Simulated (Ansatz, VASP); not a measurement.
# Cross-check of Rb5V3O10 (Rb5V3O10 (P4_12_12)) between VASP and Ansatz

Aim: how closely do two programs agree when they are given the same cell, functional and k mesh? The structure shown is the start of the Ansatz relaxation below; VASP solves that cell, so the two are compared at the walk's first step.

Main program and level: Ansatz 0.2.0; plane waves, with VASP 6.6.1 beside it; single point at PBEsol.

## 1. Starting point

The cell holds 72 atoms: 20 Rb, 12 V and 40 O. Cell: a = 8.420 Å, b = 8.420 Å, c = 19.447 Å, α = 90.0°, β = 90.0°, γ = 90.0°.

## 2. Ansatz: relaxation, PBEsol

Ansatz runs on its default PAW (the set named soft_2) files.

The two programs are compared at the cell with which this relaxation starts, whose forces are those of its first step.

The input, input.yaml:

```yaml
crystal:
  lattice:
    - [8.4196241, 0.0, 0.0]
    - [0.0, 8.4196241, 0.0]
    - [0.0, 0.0, 19.4467256]
  atoms:
    - { symbol: Rb, position: [0.47740444, 0.0129155, 0.13463271] }
    - { symbol: Rb, position: [0.52259556, 0.9870845, 0.63463271] }
    - { symbol: Rb, position: [0.4870845, 0.97740444, 0.38463271] }
    - { symbol: Rb, position: [0.02259556, 0.5129155, 0.11536729] }
    - { symbol: Rb, position: [0.5129155, 0.02259556, 0.88463271] }
    - { symbol: Rb, position: [0.97740444, 0.4870845, 0.61536729] }
    - { symbol: Rb, position: [0.0129155, 0.47740444, 0.86536729] }
    - { symbol: Rb, position: [0.9870845, 0.52259556, 0.36536729] }
    - { symbol: Rb, position: [0.00123178, 0.02723877, 0.11222702] }
    - { symbol: Rb, position: [0.99876822, 0.97276123, 0.61222702] }
    - { symbol: Rb, position: [0.47276123, 0.50123178, 0.36222702] }
    - { symbol: Rb, position: [0.49876822, 0.52723877, 0.13777298] }
    - { symbol: Rb, position: [0.52723877, 0.49876822, 0.86222702] }
    - { symbol: Rb, position: [0.50123178, 0.47276123, 0.63777298] }
    - { symbol: Rb, position: [0.02723877, 0.00123178, 0.88777298] }
    - { symbol: Rb, position: [0.97276123, 0.99876822, 0.38777298] }
    - { symbol: Rb, position: [0.76059152, 0.76059152, 0.0] }
    - { symbol: Rb, position: [0.23940848, 0.23940848, 0.5] }
    - { symbol: Rb, position: [0.73940848, 0.26059152, 0.25] }
    - { symbol: Rb, position: [0.26059152, 0.73940848, 0.75] }
    - { symbol: V, position: [0.2304397, 0.23246467, 0.26771279] }
    - { symbol: V, position: [0.7695603, 0.76753533, 0.76771279] }
    - { symbol: V, position: [0.26753533, 0.7304397, 0.51771279] }
    - { symbol: V, position: [0.2695603, 0.73246467, 0.98228721] }
    - { symbol: V, position: [0.73246467, 0.2695603, 0.01771279] }
    - { symbol: V, position: [0.7304397, 0.26753533, 0.48228721] }
    - { symbol: V, position: [0.23246467, 0.2304397, 0.73228721] }
    - { symbol: V, position: [0.76753533, 0.7695603, 0.23228721] }
    - { symbol: V, position: [0.31344455, 0.31344455, 0.0] }
    - { symbol: V, position: [0.68655545, 0.68655545, 0.5] }
    - { symbol: V, position: [0.18655545, 0.81344455, 0.25] }
    - { symbol: V, position: [0.81344455, 0.18655545, 0.75] }
    - { symbol: O, position: [0.06894288, 0.32780422, 0.23705886] }
    - { symbol: O, position: [0.93105712, 0.67219578, 0.73705886] }
    - { symbol: O, position: [0.17219578, 0.56894288, 0.48705886] }
    - { symbol: O, position: [0.43105712, 0.82780422, 0.01294114] }
    - { symbol: O, position: [0.82780422, 0.43105712, 0.98705886] }
    - { symbol: O, position: [0.56894288, 0.17219578, 0.51294114] }
    - { symbol: O, position: [0.32780422, 0.06894288, 0.76294114] }
    - { symbol: O, position: [0.67219578, 0.93105712, 0.26294114] }
    - { symbol: O, position: [0.24312357, 0.2295159, 0.07117409] }
    - { symbol: O, position: [0.75687643, 0.7704841, 0.57117409] }
    - { symbol: O, position: [0.2704841, 0.74312357, 0.32117409] }
    - { symbol: O, position: [0.25687643, 0.7295159, 0.17882591] }
    - { symbol: O, position: [0.7295159, 0.25687643, 0.82117409] }
    - { symbol: O, position: [0.74312357, 0.2704841, 0.67882591] }
    - { symbol: O, position: [0.2295159, 0.24312357, 0.92882591] }
    - { symbol: O, position: [0.7704841, 0.75687643, 0.42882591] }
    - { symbol: O, position: [0.23141848, 0.24494538, 0.3549075] }
    - { symbol: O, position: [0.76858152, 0.75505462, 0.8549075] }
    - { symbol: O, position: [0.25505462, 0.73141848, 0.6049075] }
    - { symbol: O, position: [0.26858152, 0.74494538, 0.8950925] }
    - { symbol: O, position: [0.74494538, 0.26858152, 0.1049075] }
    - { symbol: O, position: [0.73141848, 0.25505462, 0.3950925] }
    - { symbol: O, position: [0.24494538, 0.23141848, 0.6450925] }
    - { symbol: O, position: [0.75505462, 0.76858152, 0.1450925] }
    - { symbol: O, position: [0.21798606, 0.02193259, 0.242524] }
    - { symbol: O, position: [0.78201394, 0.97806741, 0.742524] }
    - { symbol: O, position: [0.47806741, 0.71798606, 0.492524] }
    - { symbol: O, position: [0.28201394, 0.52193259, 0.007476] }
    - { symbol: O, position: [0.52193259, 0.28201394, 0.992524] }
    - { symbol: O, position: [0.71798606, 0.47806741, 0.507476] }
    - { symbol: O, position: [0.02193259, 0.21798606, 0.757476] }
    - { symbol: O, position: [0.97806741, 0.78201394, 0.257476] }
    - { symbol: O, position: [0.40279184, 0.30592815, 0.23695458] }
    - { symbol: O, position: [0.59720816, 0.69407185, 0.73695458] }
    - { symbol: O, position: [0.19407185, 0.90279184, 0.48695458] }
    - { symbol: O, position: [0.09720816, 0.80592815, 0.01304542] }
    - { symbol: O, position: [0.80592815, 0.09720816, 0.98695458] }
    - { symbol: O, position: [0.90279184, 0.19407185, 0.51304542] }
    - { symbol: O, position: [0.30592815, 0.40279184, 0.76304542] }
    - { symbol: O, position: [0.69407185, 0.59720816, 0.26304542] }
basis:
  ecutwfc: 420
  xc_grid: 2
hamiltonian:
  xc: pbesol
kpoints:
  mp_grid: { grid: [3, 3, 2] }
scf:
  occupations: { method: fermi_dirac, width: 0.01 }
  max_iter: 150
output:
  forces: true
  stress: true
relax:
  f_tol: 0.01
  max_steps: 60
  cell: {}
checkpoint:
  write: "../pbesol.run"
  compress: false
  write_wavefunctions: false
  write_every: 100000
```

Command:

```bash
$ ansatz run input.yaml --threads 4 --pin off --max-ram 14131MiB --backend cpu --events-out ev --progress --plain --runs-dir out
```

Numbers of over 12 decimals in the logs are rounded to 6 here.

Log:

```text
Engine: ansatz 0.2.0, aarch64-unknown-linux-gnu
Pseudopotentials: kind: paw
Pseudopotential: Rb, paw, valence charge 9, recommended cutoff 420 eV (normal), Rb.paw.azcp
Pseudopotential: V, paw, valence charge 13, recommended cutoff 420 eV (normal), V.paw.azcp
Pseudopotential: O, paw, valence charge 6, recommended cutoff 420 eV (normal), O.paw.azcp
Functional definition: PBEsol
  exchange = pbesol_x
  correlation = pbesol_c
Crystal: 72 atoms, lattice volume = 1378.580 Å³
Basis set: ecut = 420 eV, 26957 PW (Γ), exchange–correlation on 120×120×270 points (8 copies of the dense FFT grid, shifted against one another)
Bands: 360, of which v1, the nominal top of the filled ones, is band 288 counted from 1 (287 counted from 0)
Symmetry: 8 space group operations
Space group: P41212 (ITA 92), of the structure as read, at distance tolerance 1.1e-4 Å
k-points: 6 of 18
Non-local potential: Rb, projectors of the file, l = 0: 3, l = 1: 2, l = 2: 2
Non-local potential: V, projectors of the file, l = 0: 3, l = 1: 2, l = 2: 3, l = 3: 1
Non-local potential: O, projectors of the file, l = 0: 2, l = 1: 2, l = 2: 1
PAW form: soft (Blöchl's): semilocal exchange-correlation on the pseudo side does not see the compensation charge
PAW frozen core: Rb, regenerated for the run's functional, and the local potential with it (the file was generated under x = pbe(κ = 0.804, μ = 0.219515), c = pbe(β = 0.066725))
PAW frozen core: V, regenerated for the run's functional, and the local potential with it (the file was generated under x = pbe(κ = 0.804, μ = 0.219515), c = pbe(β = 0.066725))
PAW frozen core: O, regenerated for the run's functional, and the local potential with it (the file was generated under x = pbe(κ = 0.804, μ = 0.219515), c = pbe(β = 0.066725))
PAW one-centre angular grid: Rb, 110 points (default); XC on 64 Gauss nodes
PAW one-centre angular grid: V, 590 points (default); XC on 64 Gauss nodes
PAW one-centre angular grid: O, 110 points (default); XC on 64 Gauss nodes
Initial density: superposition of atomic densities (neutral atoms: chi_scale 0, normalization atom), corrected by the library's trained network
Initial wavefunctions: pseudopotential atomic-orbital guess
Functional: x = pbesol(κ = 0.804, μ = 0.123457), c = pbesol(β = 0.046)
SCF iter   1: F=—  HF=-121462.541466 eV  |F-HF|=—  |Δ(HF+E_count)|=         —  Δρ=1.08e-2  dr2=1.41e0  ethr=1.77e-3  ⟨swp⟩=6.0  Hψ=8132  notcnv=0  defer=8
preconditioner: auto → Resta (q_TF=auto, 2.359 Å⁻¹)  ε∞=4.5  [insulator: Δε(μ)=2.943 eV  Ē_g=11.157 eV  σ=0.010 eV  W_gap=1.00  n_scr=298 (ndim 8)  ℏωp=21.0 eV  f_vac=0.110  D(μ)=0.00/eV (n_scr^D=0)  ε∞_Penn≈4.5]
SCF iter   2: F=—  HF=-121462.467599 eV  |F-HF|=—  |Δ(HF+E_count)|=   7.39e-2  Δρ=9.89e-3  dr2=1.49e0  ethr=2.46e-4  ⟨swp⟩=2.0  Hψ=3796  notcnv=0  defer=392
SCF iter   3: F=—  HF=-121462.289563 eV  |F-HF|=—  |Δ(HF+E_count)|=   1.78e-1  Δρ=2.17e-3  dr2=6.77e-2  ethr=2.46e-4  ⟨swp⟩=2.0  Hψ=2528  notcnv=0  defer=392
SCF iter   4: F=—  HF=-121462.281033 eV  |F-HF|=—  |Δ(HF+E_count)|=   8.53e-3  Δρ=6.20e-4  dr2=4.85e-3  ethr=1.18e-5  ⟨swp⟩=2.0  Hψ=3080  notcnv=0  defer=392
SCF iter   5: F=—  HF=-121462.282490 eV  |F-HF|=—  |Δ(HF+E_count)|=   1.46e-3  Δρ=5.30e-4  dr2=3.98e-3  ethr=8.43e-7  ⟨swp⟩=2.0  Hψ=3056  notcnv=0  defer=392
SCF iter   6: F=—  HF=-121462.282122 eV  |F-HF|=—  |Δ(HF+E_count)|=   3.67e-4  Δρ=1.53e-4  dr2=3.32e-4  ethr=6.91e-7  ⟨swp⟩=2.0  Hψ=2984  notcnv=0  defer=392
SCF iter   7: F=—  HF=-121462.282208 eV  |F-HF|=—  |Δ(HF+E_count)|=   8.59e-5  Δρ=9.64e-5  dr2=1.31e-4  ethr=5.76e-8  ⟨swp⟩=2.0  Hψ=2436  notcnv=0  defer=392
SCF iter   8: F=—  HF=-121462.282242 eV  |F-HF|=—  |Δ(HF+E_count)|=   3.39e-5  Δρ=3.00e-5  dr2=1.54e-5  ethr=2.27e-8  ⟨swp⟩=2.0  Hψ=2995  notcnv=0  defer=392
SCF iter   9: F=—  HF=-121462.281687 eV  |F-HF|=—  |Δ(HF+E_count)|=   5.55e-4  Δρ=1.56e-5  dr2=3.49e-6  ethr=2.68e-9  ⟨swp⟩=2.0  Hψ=3792  notcnv=0  defer=392
SCF iter  10: F=—  HF=-121462.281689 eV  |F-HF|=—  |Δ(HF+E_count)|=   1.98e-6  Δρ=8.46e-6  dr2=9.77e-7  ethr=6.05e-10  ⟨swp⟩=2.0  Hψ=3064  notcnv=0  defer=392
SCF iter  11: F=—  HF=-121462.281690 eV  |F-HF|=—  |Δ(HF+E_count)|=   3.67e-7  Δρ=3.76e-6  dr2=2.29e-7  ethr=1.70e-10  ⟨swp⟩=2.0  Hψ=3040  notcnv=0  defer=392
SCF iter  12: F=-121462.281690 eV  HF=-121462.281690 eV  |F-HF|=1.68e-8  |Δ(HF+E_count)|=   1.06e-7  Δρ=1.11e-6  dr2=1.92e-8  ethr=1.74e-11  ⟨swp⟩=3.0  Hψ=5496  notcnv=0
SCF 1 converged in 12 iterations: F = -121462.281690 eV  dr2 = 1.92e-8
  greatest PAW one-centre occupation: 1.000 electrons in one spin orbital (limit 2), on the V atom at site 26 (counted from 0), in its partial waves of l = 0
[...]
atom  29  V      0.00138682     0.00138682    -0.00000000
  atom  30  V     -0.00138682    -0.00138682     0.00000000
  atom  31  V     -0.00138682     0.00138682     0.00000000
  atom  32  V      0.00138682    -0.00138682     0.00000000
  atom  33  O      0.00092144    -0.00073072     0.00078654
  atom  34  O     -0.00092144     0.00073072     0.00078654
  atom  35  O      0.00073072     0.00092144     0.00078654
  atom  36  O     -0.00092144    -0.00073072    -0.00078654
  atom  37  O     -0.00073072    -0.00092144     0.00078654
  atom  38  O      0.00092144     0.00073072    -0.00078654
  atom  39  O     -0.00073072     0.00092144    -0.00078654
  atom  40  O      0.00073072    -0.00092144    -0.00078654
  atom  41  O      0.00014098    -0.00076254     0.00115370
  atom  42  O     -0.00014098     0.00076254     0.00115370
  atom  43  O      0.00076254     0.00014098     0.00115370
  atom  44  O     -0.00014098    -0.00076254    -0.00115370
  atom  45  O     -0.00076254    -0.00014098     0.00115370
  atom  46  O      0.00014098     0.00076254    -0.00115370
  atom  47  O     -0.00076254     0.00014098    -0.00115370
  atom  48  O      0.00076254    -0.00014098    -0.00115370
  atom  49  O      0.00057825     0.00084796    -0.00315220
  atom  50  O     -0.00057825    -0.00084796    -0.00315220
  atom  51  O     -0.00084796     0.00057825    -0.00315220
  atom  52  O     -0.00057825     0.00084796     0.00315220
[...]
atom  65  O     -0.00162805    -0.00164153    -0.00007325
  atom  66  O      0.00162805     0.00164153    -0.00007325
  atom  67  O      0.00164153    -0.00162805    -0.00007325
  atom  68  O      0.00162805    -0.00164153     0.00007325
  atom  69  O     -0.00164153     0.00162805    -0.00007325
  atom  70  O     -0.00162805     0.00164153     0.00007325
  atom  71  O     -0.00164153    -0.00162805     0.00007325
  atom  72  O      0.00164153     0.00162805     0.00007325
  max |Σ_I F_I| component: 6.07e-18 eV/Å
--- Stress (GPa, compression-positive) ---
       -0.047698      -0.000000      -0.000000
       -0.000000      -0.047698       0.000000
       -0.000000       0.000000      -0.035631
  P = ⅓ Tr σ = -0.0437 GPa (-0.437 kbar)
--- Relaxed structure (8 steps of the walk, 7 accepted, 1 SCFs on fresh bases) ---
  F+E_penalty+E_count = -121462.38722415 eV   max|allowed force component| = 4.873e-3 eV/Å   (the final SCF, on the basis selected at the relaxed cell)
  cell:  # Å, volume = 1364.0318 Å³
    - [8.379526, 0.0, 0.0]
    - [0, 8.379526, 0]
    - [0.0, 0, 19.426098]
  atoms:
    - { symbol: Rb, position: [0.475347, 0.011152, 0.134460] }
    - { symbol: Rb, position: [0.524653, 0.988848, 0.634460] }
    - { symbol: Rb, position: [0.488848, 0.975347, 0.384460] }
    - { symbol: Rb, position: [0.024653, 0.511152, 0.115540] }
    - { symbol: Rb, position: [0.511152, 0.024653, 0.884460] }
    - { symbol: Rb, position: [0.975347, 0.488848, 0.615540] }
    - { symbol: Rb, position: [0.011152, 0.475347, 0.865540] }
    - { symbol: Rb, position: [0.988848, 0.524653, 0.365540] }
    - { symbol: Rb, position: [0.00317581, 0.025621, 0.109680] }
    - { symbol: Rb, position: [0.996824, 0.974379, 0.609680] }
    - { symbol: Rb, position: [0.474379, 0.503176, 0.359680] }
    - { symbol: Rb, position: [0.496824, 0.525621, 0.140320] }
    - { symbol: Rb, position: [0.525621, 0.496824, 0.859680] }
    - { symbol: Rb, position: [0.503176, 0.474379, 0.640320] }
    - { symbol: Rb, position: [0.025621, 0.00317581, 0.890320] }
    - { symbol: Rb, position: [0.974379, 0.996824, 0.390320] }
    - { symbol: Rb, position: [0.757775, 0.757775, 0] }
    - { symbol: Rb, position: [0.242225, 0.242225, 0.5] }
    - { symbol: Rb, position: [0.742225, 0.257775, 0.25] }
    - { symbol: Rb, position: [0.257775, 0.742225, 0.75] }
    - { symbol: V, position: [0.230644, 0.233566, 0.268832] }
    - { symbol: V, position: [0.769356, 0.766434, 0.768832] }
    - { symbol: V, position: [0.266434, 0.730644, 0.518832] }
    - { symbol: V, position: [0.269356, 0.733566, 0.981168] }
    - { symbol: V, position: [0.733566, 0.269356, 0.018832] }
    - { symbol: V, position: [0.730644, 0.266434, 0.481168] }
    - { symbol: V, position: [0.233566, 0.230644, 0.731168] }
    - { symbol: V, position: [0.766434, 0.769356, 0.231168] }
    - { symbol: V, position: [0.315531, 0.315531, 0] }
    - { symbol: V, position: [0.684469, 0.684469, 0.5] }
    - { symbol: V, position: [0.184469, 0.815531, 0.25] }
    - { symbol: V, position: [0.815531, 0.184469, 0.75] }
    - { symbol: O, position: [0.071151, 0.332045, 0.238465] }
    - { symbol: O, position: [0.928849, 0.667955, 0.738465] }
    - { symbol: O, position: [0.167955, 0.571151, 0.488465] }
    - { symbol: O, position: [0.428849, 0.832045, 0.011535] }
    - { symbol: O, position: [0.832045, 0.428849, 0.988465] }
    - { symbol: O, position: [0.571151, 0.167955, 0.511535] }
    - { symbol: O, position: [0.332045, 0.071151, 0.761535] }
    - { symbol: O, position: [0.667955, 0.928849, 0.261535] }
    - { symbol: O, position: [0.244844, 0.231402, 0.070707] }
    - { symbol: O, position: [0.755156, 0.768598, 0.570707] }
    - { symbol: O, position: [0.268598, 0.744844, 0.320707] }
    - { symbol: O, position: [0.255156, 0.731402, 0.179293] }
    - { symbol: O, position: [0.731402, 0.255156, 0.820707] }
    - { symbol: O, position: [0.744844, 0.268598, 0.679293] }
    - { symbol: O, position: [0.231402, 0.244844, 0.929293] }
    - { symbol: O, position: [0.768598, 0.755156, 0.429293] }
    - { symbol: O, position: [0.231298, 0.245118, 0.355684] }
    - { symbol: O, position: [0.768702, 0.754882, 0.855684] }
    - { symbol: O, position: [0.254882, 0.731298, 0.605684] }
    - { symbol: O, position: [0.268702, 0.745118, 0.894316] }
    - { symbol: O, position: [0.745118, 0.268702, 0.105684] }
    - { symbol: O, position: [0.731298, 0.254882, 0.394316] }
    - { symbol: O, position: [0.245118, 0.231298, 0.644316] }
    - { symbol: O, position: [0.754882, 0.768702, 0.144316] }
[...]
- { symbol: O, position: [0.403910, 0.306187, 0.238786] }
    - { symbol: O, position: [0.596090, 0.693813, 0.738786] }
    - { symbol: O, position: [0.193813, 0.903910, 0.488786] }
    - { symbol: O, position: [0.096090, 0.806187, 0.011214] }
    - { symbol: O, position: [0.806187, 0.096090, 0.988786] }
    - { symbol: O, position: [0.903910, 0.193813, 0.511214] }
    - { symbol: O, position: [0.306187, 0.403910, 0.761214] }
    - { symbol: O, position: [0.693813, 0.596090, 0.261214] }
```

[end of part 1 of 2]

[Lines on the potential files, build, host, timing and source positions are cut from VASP's logs without a mark.]

[Logs are printed without paths, hosts, clocks, repeated set-up lines and the standing remarks that a program may print on its own settings, such as how far it seeks lower states.]

[Hosts, paths, dates, database ids (printed as entryN), source tags and the programs' standing remarks are cut or masked in the printed files.]
